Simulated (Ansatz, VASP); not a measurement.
# Sn: VASP beside Ansatz, part 3 of 3

Aim: how closely do two programs agree when they are given the same cell, functional and k mesh? The cell is taken from a series of runs on this material, whose earlier steps may have relaxed, scaled, displaced or heated it; both programs get it as it stands.

VASP 6.6.1 and Ansatz 0.2.0.

So far: Set-up; Ansatz: zone-centre phonons, PBEsol; VASP: zone-centre phonons, PBEsol.

## 3. VASP: zone-centre phonons, PBEsol (continued)

Level of this step: PBEsol; plane waves and PAW (Sn_d) (VASP).

Numbers of over 12 decimals in the logs are rounded to 6 here.

Parts of OUTCAR (step 3):

```text
ion  position               nearest neighbor table
   1  0.497  0.497  0.497-   2 2.84   2 2.88   2 2.88   2 2.88
   2  0.753  0.753  0.753-   1 2.84   1 2.88   1 2.88   1 2.88

  LATTYP: Found a trigonal (rhomboedric) cell.
 ALAT       =     4.6192746905
 COS(alpha) =     0.4684624218

 Subroutine GETGRP returns: Found 12 space group operations
 (whereof  6 operations were pure point group operations)

The static configuration has the point symmetry C_3v.
 The point group associated with its full space group is D_3d.

   k-points           NKPTS =   1728   k-points in BZ     NKDIM =   1728   number of bands    NBANDS=     20

   dimension x,y,z NGX =    36 NGY =   36 NGZ =   36
   dimension x,y,z NGXF=    72 NGYF=   72 NGZF=   72

   ENCUT  =  500.0 eV  36.75 Ry    6.06 a.u.   8.42  8.42  8.42*2*pi/ulx,y,z

   NELECT =      28.0000    total number of electrons

 k-points in reciprocal lattice and weights: Points of the shifted mesh
   0.04166667  0.04166667  0.04166667       0.001
   0.04166667  0.04166667  0.12500000       0.001
   0.04166667  0.04166667  0.20833333       0.001
   0.04166667  0.04166667  0.29166667       0.001
   0.04166667  0.04166667  0.37500000       0.001
   0.04166667  0.04166667  0.45833333       0.001
   0.04166667  0.04166667  0.54166667       0.001
   0.04166667  0.04166667  0.62500000       0.001
   0.04166667  0.04166667  0.70833333       0.001
[...]
0.95833333  0.95833333  0.87500000       0.001
   0.95833333  0.95833333  0.95833333       0.001

 average (electrostatic) potential at core
       1-101.9095       2-101.9095

  Total       -0.7487248     -0.7487248     -0.7487248      0.3612436      0.3612436      0.3612436
  in kB      -16.4520908    -16.4520908    -16.4520908      7.9377789      7.9377789      7.9377789
  external PRESSURE =     -16.4520908 kB  Pullay stress =       0.0000000 kB

  energy-cutoff  :      500.00
  volume of cell :       72.91
      direct lattice vectors                 reciprocal lattice vectors
    -0.102236869  3.265520348  3.265520348    -0.146105702  0.150827817  0.150827817
     3.265520348 -0.102236869  3.265520348     0.150827817 -0.146105702  0.150827817
     3.265520348  3.265520348 -0.102236869     0.150827817  0.150827817 -0.146105702

 POSITION                                       TOTAL-FORCE (eV/Angst)
 -----------------------------------------------------------------------------------
      3.19719      3.19719      3.19719         0.000635      0.000635      0.000635
      4.83881      4.83881      4.83881        -0.000635     -0.000635     -0.000635
 -----------------------------------------------------------------------------------
    total drift:                               -0.000000      0.000000      0.000000

 Eigenvectors and eigenvalues of the dynamical matrix
 ----------------------------------------------------

   1 f  =    5.477494 THz    34.416108 2PiTHz  182.709521 cm-1    22.653083 meV
             X         Y         Z           dx          dy          dz
      3.197190  3.197190  3.197190     0.408248    0.408248    0.408248
      4.838815  4.838815  4.838815    -0.408248   -0.408248   -0.408248

   2 f  =    5.266383 THz    33.089661 2PiTHz  175.667631 cm-1    21.780001 meV
             X         Y         Z           dx          dy          dz
      3.197190  3.197190  3.197190     0.288675    0.288675   -0.577350
      4.838815  4.838815  4.838815    -0.288675   -0.288675    0.577350

   3 f  =    5.266383 THz    33.089661 2PiTHz  175.667631 cm-1    21.780001 meV
             X         Y         Z           dx          dy          dz
      3.197190  3.197190  3.197190     0.500000   -0.500000    0.000000
      4.838815  4.838815  4.838815    -0.500000    0.500000   -0.000000

   4 f  =    0.000000 THz     0.000001 2PiTHz    0.000003 cm-1     0.000000 meV
             X         Y         Z           dx          dy          dz
      3.197190  3.197190  3.197190    -0.071329   -0.186886   -0.678223
      4.838815  4.838815  4.838815    -0.071329   -0.186886   -0.678223

   5 f  =    0.000000 THz     0.000000 2PiTHz    0.000002 cm-1     0.000000 meV
             X         Y         Z           dx          dy          dz
      3.197190  3.197190  3.197190     0.698223    0.064532   -0.091214
      4.838815  4.838815  4.838815     0.698223    0.064532   -0.091214

   6 f  =    0.000000 THz     0.000000 2PiTHz    0.000001 cm-1     0.000000 meV
             X         Y         Z           dx          dy          dz
      3.197190  3.197190  3.197190    -0.086003    0.678903   -0.178028
      4.838815  4.838815  4.838815    -0.086003    0.678903   -0.178028

 ELASTIC MODULI CONTR FROM IONIC RELAXATION (kBar)
 Direction    XX          YY          ZZ          XY          YZ          ZX
 --------------------------------------------------------------------------------
 XX          -2.1116     -1.6268     -1.6268     -9.0834    -16.0696     -6.9341
 YY          -1.6268     -2.1116     -1.6268     -6.9341     -9.0834    -16.0696
 ZZ          -1.6268     -1.6268     -2.1116    -16.0696     -6.9341     -9.0834
 XY          -9.0834     -6.9341    -16.0696   -158.0778    -16.9113    -16.9113
 YZ         -16.0696     -9.0834     -6.9341    -16.9113   -158.0778    -16.9113
 ZX          -6.9341    -16.0696     -9.0834    -16.9113    -16.9113   -158.0778
 --------------------------------------------------------------------------------
```

## 4. Side by side

Known differences besides the potentials themselves: the cutoff is 420 eV in Ansatz and 500 eV in VASP; Ansatz makes its cores anew for this functional, VASP keeps those of its PBE data sets. Total energies have different zeros and are not compared.

Both answers:

| quantity | Ansatz | VASP | difference |
| --- | --- | --- | --- |
| optical mode 1 to 2 (cm⁻¹) | 175.4 | 175.7 | -0.17 % |
| optical mode 3 (cm⁻¹) | 182.6 | 182.7 | -0.08 % |

Modes are paired by rising frequency, not by their patterns, so a pair may set unlike modes beside each other; they are those without the splitting of longitudinal modes.

## 5. Results

```yaml
r_m_s_difference_of_the_optical_zone_centre_modes_each_program_s_sorted_by_frequency_zone_centre_phonons_pbesol: 0.26 cm⁻¹
```

**Reading.** The r.m.s. difference of the optical zone-centre modes, each program's sorted by frequency is 0.26 cm⁻¹ (zone-centre phonons, PBEsol). Such differences can come from data sets, numerical settings and the points named under the comparisons, not from the functional's error against experiment.

[Lines on the potential files, build, host, timing and source positions are cut from VASP's logs without a mark.]

[Logs are printed without paths, hosts, clocks, repeated set-up lines and the standing remarks that a program may print on its own settings, such as how far it seeks lower states.]

[Hosts, paths, dates, database ids (printed as entryN), source tags and the programs' standing remarks are cut or masked in the printed files.]
